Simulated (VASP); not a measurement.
Calculation: LDA (Ceperley-Alder, Perdew-Zunger), VASP's LDA PAW potentials (set 64) (plane waves; VASP 6.6.1).

Gaps are without spin-orbit coupling.

* **volume per atom**: 11.25 Å³/atom
* **band gap (over mesh and band path)**: 2.71 eV
* **smallest direct gap (over mesh and band path)**: 2.72 eV

Question: Which relaxed crystal gives these values?
A) SiO2, P4_2/mnm (136)
B) Al2ZnS2Se2, Pm (6)
C) MoS2, P6_3/mmc (194)
D) CaO2, I4/mmm (139)

Answer: D, CaO2, I4/mmm (139)
